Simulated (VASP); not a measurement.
Consider the following.

```xyz
6
Lattice="5.4286 0.0000 0.0000 -2.7143 4.7013 0.0000 0.0000 0.0000 4.3933" Properties=species:S:1:pos:R:3 pbc="T T T"
La     0.0000     0.0000     0.0000
Pt     0.0000     3.1342     0.0000
Pt     2.7143     1.5671     0.0000
Pt     2.7143     0.0000     2.1967
Pt     1.3571     2.3506     2.1967
Pt    -1.3571     2.3506     2.1967
```

All values below come from LDA (Ceperley-Alder, Perdew-Zunger), VASP's LDA PAW potentials (set 64) (plane waves; VASP 6.6.1). Numerical set-up: 300 eV cut-off, 6×6×7 Γ-centred mesh, Gaussian smearing of 0.10 eV, potentials La Pt.

At this cut-off the stress carries a Pulay error, which pulls relaxed volumes low.

Task: Give the stress tensor in GPa (positive for a compressed cell).

Result: 
```
-7.95   0.00   0.00
 0.00  -7.95   0.00
 0.00   0.00  -9.10
```
The pressure is its mean diagonal, -8.33 GPa.

The structure comes from a computed database's LaPt5 entry (P6/mmm); how it stands against other phases isn't given here. The cell was not relaxed at this level. The electron count is odd and the run is not spin-polarised, which forces a metal.
